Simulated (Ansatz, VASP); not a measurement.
# SmAg in two plane-wave programs

Aim: how closely do two programs agree when they are given the same cell, functional and k mesh? Of the first pair: The two relaxations start from unlike cells of this crystal (the structure described is Ansatz's start), so only their ends are compared.

Calculated with Ansatz 0.2.0; plane waves, with VASP 6.6.1 beside it; relaxation of cell and atoms at PBEsol and zone-centre phonons at PBEsol.

In doubt: a part-filled 4f shell, where there is one, can sit in one of many states, so energies may not be the lowest and differences between runs may mislead.

### Step 1. Set-up

The structure is cubic, space group Pm-3m (No. 221). Conventional cell: a = 3.673 Å, b = 3.673 Å, c = 3.673 Å, α = 90.00°, β = 90.00°, γ = 90.00°. Sm has 8 Ag at 3.18 Å nearest. Nearest to Ag lie 8 Sm at 3.18 Å. Farther neighbours are not listed.

### Step 2. Ansatz: relaxation of cell and atoms, PBEsol

Ansatz runs on its default PAW (the set named soft_2) files.

The relaxed volume is the usual yardstick between codes: in a stiff, nearly cubic crystal its relative difference is about their pressure difference at one cell divided by the bulk modulus.

File input.yaml:

```yaml
crystal:
  lattice:
    - [3.673, 0.0, 0.0]
    - [0.0, 3.673, 0.0]
    - [0.0, 0.0, 3.673]
  atoms:
    - { symbol: Sm, position: [0.5, 0.5, 0.5], spin: 6.35 }
    - { symbol: Ag, position: [0.0, 0.0, 0.0], spin: 0.12 }
kpoints:
  mp_grid: { grid: [12, 12, 12] }
hamiltonian:
  xc: pbesol
scf:
  occupations: { method: gaussian, width: 0.1 }
output:
  forces: true
  stress: true
  eigenvalues: true
  populations: true
magnetization:
  spin_polarized: true
relax:
  adjacent_minimum: "off"
  f_tol: 0.005
  max_steps: 80
  cell: { stress_tol: 0.05 }
```

Launch:

```bash
ansatz run input.yaml --threads 8 --pin off --max-ram 14336MiB --backend cpu --events-out ev --progress --plain --runs-dir out
```

Numbers of over 12 decimals in the logs are rounded to 6 here.

The program printed:

```text
Warning: where an SCF of this run starts from atoms to list the orders of its open shells, Sm (site 0, from 0) starts with 5.22 μB on its 4f shell and 0.78 μB on its 5d shell, in the place of the 6.35 μB that the deck gives it: its open shells can hold no more by Hund's first rule. To start from spheres of the given moment, type scf.initial_density.shell_occupations: []
Sm: projections on atomic orbitals take those of the free atom [Kr 4d10] 4f6 5s2 5p6 5d0 6s2, of charge +0.00 (hamiltonian.pseudopotentials.projection_atoms); the dataset's partial waves leave at most 1.0e-3 of an orbital's norm unspanned inside its sphere
Engine: ansatz 0.2.0, x86_64-unknown-linux-gnu
Pseudopotentials: kind: paw
Pseudopotential: Sm, paw, valence charge 16, recommended cutoff 420 eV (normal), Sm.paw.azcp
Pseudopotential: Ag, paw, valence charge 19, recommended cutoff 420 eV (normal), Ag.paw.azcp
Functional definition: PBEsol
  exchange = pbesol_x
  correlation = pbesol_c
Crystal: 2 atoms, lattice volume = 49.552 Å³
Basis set: ecut = 420 eV, 949 PW (Γ), exchange–correlation on 50×50×50 points (8 copies of the dense FFT grid, shifted against one another)
Bands: 25, of which v1, the nominal top of the filled ones, is band 18 counted from 1 (17 counted from 0)
Symmetry: 48 space group operations
Space group: Pm-3m (ITA 221), of the structure as read, at distance tolerance 3.7e-5 Å
Magnetic group: BNS 221.92 (UNI 1594), of the structure as read, at distance tolerance 3.7e-5 Å
k-points: 84 of 1728
Non-local potential: Sm, projectors of the file, l = 0: 3, l = 1: 2, l = 2: 2, l = 3: 3
Non-local potential: Ag, projectors of the file, l = 0: 3, l = 1: 2, l = 2: 2, l = 3: 1
PAW form: soft (Blöchl's): semilocal exchange-correlation on the pseudo side does not see the compensation charge
PAW frozen core: Sm, regenerated for the run's functional, and the local potential with it (the file was generated under x = pbe(κ = 0.804, μ = 0.219515), c = pbe(β = 0.066725))
PAW frozen core: Ag, regenerated for the run's functional, and the local potential with it (the file was generated under x = pbe(κ = 0.804, μ = 0.219515), c = pbe(β = 0.066725))
PAW one-centre angular grid: Sm, 590 points (default); XC on 64 Gauss nodes
PAW one-centre angular grid: Ag, 590 points (default); XC on 64 Gauss nodes
Initial density: superposition of atomic densities (chi_scale 0.1, normalization cell, long waves kept (reshape's long-wave potential 0.00 eV rms))
Starting moments: Σ|m| = 6.47 μB on 2 of 2 sites
Initial wavefunctions: pseudopotential atomic-orbital guess
Functional: x = pbesol(κ = 0.804, μ = 0.123457), c = pbesol(β = 0.046)
SCF iter   1: F=—  HF=-15671.765382 eV  |F-HF|=—  |Δ(HF+E_count)|=         —  Δρ=1.39e-1 (↑1.39e-1 ↓1.15e-1)  dr2=4.94e1  dr2_m=3.86e-1  M=6.191 μB ∫|m|=6.417 μB  β_m=0.30  ethr=3.10e-3  ⟨swp⟩=4.3  Hψ=14845  notcnv=0
Mixer restart at iter 1: flushing history
preconditioner: auto → Kerker (q_TF=auto, 2.575 Å⁻¹)  [metal: Δε(μ)=0.004 eV  Ē_g=8.773 eV  σ=0.100 eV  W_gap=0.02  n_scr=18 (ndim 8)  ℏωp=26.4 eV  f_vac=0.000  D(μ)=18.22/eV (n_scr^D=460)]
spin=Collinear: Kerker preconditioning applied to the charge; magnetization (m = ρ↑ − ρ↓) channel mixes plain (no charge-response kernel on spin).
SCF iter   2: F=—  HF=-15667.310186 eV  |F-HF|=—  |Δ(HF+E_count)|=    4.46e0  Δρ=3.13e-2 (↑3.13e-2 ↓1.86e-2)  dr2=1.74e0  dr2_m=7.61e-2  M=6.146 μB ∫|m|=6.174 μB  β_m=0.32  ethr=3.10e-3  ⟨swp⟩=3.3  Hψ=10617  notcnv=0  defer=137
SCF iter   3: F=—  HF=-15667.338835 eV  |F-HF|=—  |Δ(HF+E_count)|=   2.86e-2  Δρ=2.17e-2 (↑2.17e-2 ↓1.27e-2)  dr2=7.00e-1  dr2_m=3.61e-2  M=6.132 μB ∫|m|=6.147 μB  β_m=0.66  ethr=3.10e-3  ⟨swp⟩=2.0  Hψ=6511  notcnv=0  defer=132
SCF iter   4: F=—  HF=-15667.520331 eV  |F-HF|=—  |Δ(HF+E_count)|=   1.81e-1  Δρ=6.44e-3 (↑6.44e-3 ↓5.59e-3)  dr2=7.46e-2  dr2_m=1.15e-3  M=6.158 μB ∫|m|=6.161 μB  β_m=0.66  ethr=2.00e-3  ⟨swp⟩=3.6  Hψ=9698  notcnv=0  defer=141
SCF iter   5: F=—  HF=-15667.504319 eV  |F-HF|=—  |Δ(HF+E_count)|=         —  Δρ=2.89e-3 (↑2.89e-3 ↓2.27e-3)  dr2=1.06e-2  dr2_m=4.04e-4  M=6.153 μB ∫|m|=6.157 μB  β_m=0.66  ethr=2.13e-4  ⟨swp⟩=2.6  Hψ=7579  notcnv=0  defer=150
Mixer restart at iter 5: flushing history
SCF iter   6: F=—  HF=-15667.505816 eV  |F-HF|=—  |Δ(HF+E_count)|=   1.50e-3  Δρ=1.25e-3 (↑1.25e-3 ↓1.11e-3)  dr2=2.39e-3  dr2_m=5.58e-5  M=6.161 μB ∫|m|=6.165 μB  β_m=0.75  ethr=3.02e-5  ⟨swp⟩=2.0  Hψ=6743  notcnv=0  defer=150
SCF iter   7: F=—  HF=-15667.505542 eV  |F-HF|=—  |Δ(HF+E_count)|=   2.74e-4  Δρ=9.59e-4 (↑9.59e-4 ↓5.85e-4)  dr2=6.61e-4  dr2_m=6.35e-5  M=6.161 μB ∫|m|=6.166 μB  β_m=0.77  ethr=6.81e-6  ⟨swp⟩=2.0  Hψ=7311  notcnv=0  defer=150
SCF iter   8: F=—  HF=-15667.505466 eV  |F-HF|=—  |Δ(HF+E_count)|=   7.60e-5  Δρ=1.61e-4 (↑1.35e-4 ↓1.61e-4)  dr2=3.75e-5  dr2_m=5.85e-7  M=6.165 μB ∫|m|=6.169 μB  β_m=0.83  ethr=1.89e-6  ⟨swp⟩=2.5  Hψ=6977  notcnv=0  defer=150
[...]
preconditioner: auto → Kerker (q_TF=auto, 2.568 Å⁻¹)  [metal: Δε(μ)=0.000 eV  Ē_g=9.415 eV  σ=0.100 eV  W_gap=0.00  n_scr=18 (ndim 8)  ℏωp=26.2 eV  f_vac=0.000  D(μ)=9.78/eV (n_scr^D=178)]
spin=Collinear: Kerker preconditioning applied to the charge; magnetization (m = ρ↑ − ρ↓) channel mixes plain (no charge-response kernel on spin).
[...]
SCF 3 converged in 8 iterations: F = -15667.507284 eV  dr2 = 7.60e-10
relax step   3: F+E_penalty+E_count = -15667.50728393 eV  Δ(F+E_penalty+E_count) = -5.992e-5 eV  max|allowed force component| = 1.348e-30 eV/Å  Δτ_max = 0.0000 Å  P = -0.002 GPa  Ω = 50.375 Å³  energy of the carried Pulay correction = -2.749e-4 eV  (8 SCF iters, dr2 threshold 2.13e-8 eV, accepted)
Initial wavefunctions: pseudopotential atomic-orbital guess (no wavefunctions were taken with the density)
iter 1 solved again at ethr=9.89e-9 eV; its pass at ethr=3.10e-3 eV (dr2=3.46e-6 eV) is discarded
SCF iter   1: F=—  HF=-15667.507556 eV  |F-HF|=—  |Δ(HF+E_count)|=         —  Δρ=1.93e-5 (↑1.93e-5 ↓1.53e-5)  dr2=2.51e-7  dr2_m=2.62e-8  M=6.176 μB ∫|m|=6.181 μB  β_m=0.65  ethr=9.89e-9  ⟨swp⟩=3.6  Hψ=28981  notcnv=0
preconditioner: auto → Kerker (q_TF=auto, 2.568 Å⁻¹)  [metal: Δε(μ)=0.000 eV  Ē_g=9.415 eV  σ=0.100 eV  W_gap=0.00  n_scr=18 (ndim 8)  ℏωp=26.2 eV  f_vac=0.000  D(μ)=9.79/eV (n_scr^D=178)]
spin=Collinear: Kerker preconditioning applied to the charge; magnetization (m = ρ↑ − ρ↓) channel mixes plain (no charge-response kernel on spin).
SCF iter   2: F=—  HF=-15667.507556 eV  |F-HF|=—  |Δ(HF+E_count)|=   3.97e-8  Δρ=1.22e-5 (↑1.22e-5 ↓6.03e-6)  dr2=9.69e-8  dr2_m=1.20e-8  M=6.176 μB ∫|m|=6.181 μB  β_m=0.59  ethr=7.16e-10  ⟨swp⟩=2.1  Hψ=6778  notcnv=0
SCF iter   3: F=—  HF=-15667.507556 eV  |F-HF|=—  |Δ(HF+E_count)|=   8.14e-8  Δρ=4.14e-6 (↑4.14e-6 ↓2.81e-6)  dr2=1.73e-8  dr2_m=7.36e-10  M=6.176 μB ∫|m|=6.181 μB  β_m=0.77  ethr=2.77e-10  ⟨swp⟩=2.5  Hψ=6617  notcnv=0
SCF iter   4: F=—  HF=-15667.507556 eV  |F-HF|=—  |Δ(HF+E_count)|=   3.67e-8  Δρ=1.55e-6 (↑1.55e-6 ↓9.72e-7)  dr2=3.43e-9  dr2_m=1.46e-10  M=6.176 μB ∫|m|=6.181 μB  β_m=0.69  ethr=4.93e-11  ⟨swp⟩=2.1  Hψ=6384  notcnv=0
SCF iter   5: F=—  HF=-15667.507556 eV  |F-HF|=—  |Δ(HF+E_count)|=  2.27e-10  Δρ=1.00e-6 (↑1.00e-6 ↓6.84e-7)  dr2=1.42e-9  dr2_m=9.64e-11  M=6.176 μB ∫|m|=6.181 μB  β_m=0.81  ethr=9.80e-12  ⟨swp⟩=2.0  Hψ=6000  notcnv=0
SCF iter   6: F=—  HF=-15667.507556 eV  |F-HF|=—  |Δ(HF+E_count)|=   1.39e-9  Δρ=3.78e-7 (↑3.78e-7 ↓2.22e-7)  dr2=2.45e-10  dr2_m=9.11e-12  M=6.176 μB ∫|m|=6.181 μB  β_m=0.90  ethr=4.06e-12  ⟨swp⟩=2.0  Hψ=5873  notcnv=0
SCF iter   7: F=—  HF=-15667.507556 eV  |F-HF|=—  |Δ(HF+E_count)|=  1.67e-10  Δρ=1.52e-7 (↑1.52e-7 ↓6.24e-8)  dr2=3.36e-11  dr2_m=2.66e-12  M=6.176 μB ∫|m|=6.181 μB  β_m=0.95  ethr=1.00e-12  ⟨swp⟩=2.0  Hψ=6542  notcnv=0
SCF iter   8: F=—  HF=-15667.507556 eV  |F-HF|=—  |Δ(HF+E_count)|=  1.46e-11  Δρ=2.89e-8 (↑2.89e-8 ↓2.38e-8)  dr2=1.05e-12  dr2_m=7.93e-14  M=6.176 μB ∫|m|=6.181 μB  β_m=0.98  ethr=1.00e-12  ⟨swp⟩=1.5  Hψ=4535  notcnv=0
SCF iter   9: F=-15667.507556 eV  HF=-15667.507556 eV  |F-HF|=3.64e-12  |Δ(HF+E_count)|=  7.28e-12  Δρ=1.45e-7 (↑1.45e-7 ↓1.96e-8)  dr2=1.17e-11  dr2_m=2.44e-12  M=6.176 μB ∫|m|=6.181 μB  ethr=1.00e-12  ⟨swp⟩=4.0  Hψ=15996  notcnv=0
SCF 4 converged in 9 iterations: F = -15667.507556 eV  dr2 = 1.17e-11
relax step   4: F+E_penalty+E_count = -15667.50755586 eV  Δ(F+E_penalty+E_count) = -2.719e-4 eV  max|allowed force component| = 4.963e-30 eV/Å  Δτ_max = 0.0000 Å  P = -0.004 GPa  Ω = 50.375 Å³  stress off target by 3.82e-3 GPa  SCF on the basis re-selected at this cell (its energy is not comparable with the rows above)  (9 SCF iters)
basis re-selected at this cell: Δ(F+E_penalty+E_count) = -2.719e-4 eV, ΔP = -0.002 GPa vs the last step (what re-selecting the basis moved, of the pressure what is left beyond the Pulay correction that the steps carried, after the strain that the cell walked since its last selection, with what the two solves' SCF thresholds leave and, on support functions, any second-order correction that the steps lacked; it is no m [...]
SCF converged after 9 iterations
Magnetization: 6.1758 μB (20.5879 up, 14.4121 down)
Absolute magnetization: 6.1842 μB (∫|ρ↑−ρ↓|, with the PAW one-centre terms)
Spin contamination: 0.0194 ħ² per cell (⟨S²⟩ above its minimum at these occupations)
Per-site moments (μB) at R_I (Å): [(5.749919, 1.319350), (0.082468, 1.319350)]
Free energy (F): -15667.507556 eV
Harris-Foulkes:  -15667.507556 eV  (|F-HF|=3.64e-12)
Internal energy: -15667.458629 eV  (E = F + TS)
E sigma→0 (E₀):  -15667.483092 eV
Entropy (-TS):   -0.048927 eV (-24.464 meV/atom)
Fermi energy:    13.755574 eV
--- Per-component energies (eV) ---
  E_band       = -283.854260
  E_kinetic    = 862.165420
  E_local      = -4089.084501  (includes V_loc(G=0)·N_el)
  E_nonlocal   = 486.834513
  E_hartree    = 1756.139035
  E_xc         = -358.480586
  E_vxc        = -426.194167  (∫ρ·V_xc dr)
  E_paw        = -9962.585347  (= ΣΔE_a)
  E_vpaw       = -629.853949  (= ΣTr[D̂ρ^β])
  E_aug_tail   = 0.000285  (compensation charges beyond the density's cutoff)
  E_ewald      = -4363.281944
  E_core_change = 0.834497  (= ΣΔE_core)
  E_smearing   = -0.048927  (= −TS)
  E_closure    = -0.000000  (closes the sum)
  Σ components = -15667.507556   (vs F -15667.507556, Δ=0.00e0)
--- Forces (eV/Å), atoms counted from 1 ---
  atom   1  Sm     0.00000000    -0.00000000     0.00000000
  atom   2  Ag     0.00000000    -0.00000000    -0.00000000
  max |Σ_I F_I| component: 1.11e-29 eV/Å
--- Stress (GPa, compression-positive) ---
       -0.003825       0.000000      -0.000000
        0.000000      -0.003825       0.000000
       -0.000000       0.000000      -0.003825
  P = ⅓ Tr σ = -0.0038 GPa (-0.038 kbar)
--- Band table (eV; the first three rows and the last of 168) ---
  k-point 0 ↑: bands = [... 14 lower, 13.4475, 13.4750, 13.4750, 13.4750, 13.6532, 13.6532, 13.6532, 14.4209, ... 3 higher]
  k-point 1 ↑: bands = [... 14 lower, 13.4505, 13.4592, 13.4812, 13.4812, 13.6535, 13.6588, 13.6588, 14.4017, ... 3 higher]
  k-point 2 ↑: bands = [... 14 lower, 13.4204, 13.4587, 13.4995, 13.4995, 13.6545, 13.6740, 13.6740, 14.3474, ... 3 higher]
  k-point 83 ↓: bands = [... 14 lower, 12.8686, 12.8686, 14.9437, 17.3624, 17.3624, 17.3624, 17.4205, 17.4205, ... 3 higher]
--- Relaxed structure (3 steps of the walk, 3 accepted, 1 SCFs on fresh bases) ---
  F+E_penalty+E_count = -15667.50755586 eV   max|allowed force component| = 4.963e-30 eV/Å   (the final SCF, on the basis selected at the relaxed cell)
  cell:  # Å, volume = 50.3751 Å³
    - [3.693222, 0, 0]
    - [0, 3.693222, 0.0]
    - [0, 0.0, 3.693222]
  atoms:
    - { symbol: Sm, position: [0.5, 0.5, 0.5] }
    - { symbol: Ag, position: [0, 0, 0] }
--- Löwdin populations: 2 sites ---
  site symbol       q [e]    m [muB]
     0     Sm     16.3706     6.1401
     1     Ag     18.5448     0.0048
  spilling = 0.002416 (of n_electrons = 35.000000)
```

In the SCF lines HF is the Harris–Foulkes energy and dr2 the Hartree energy of the density residual, in eV; the loop may stop once dr2 is under the threshold and the program's other checks hold. Hψ counts applications of the Hamiltonian.

[end of part 1 of 2]

[Lines on the potential files, build, host, timing and source positions are cut from VASP's logs without a mark.]

[Logs are printed without paths, hosts, clocks, repeated set-up lines and the standing remarks that a program may print on its own settings, such as how far it seeks lower states.]

[Hosts, paths, dates, database ids (printed as entryN), source tags and the programs' standing remarks are cut or masked in the printed files.]
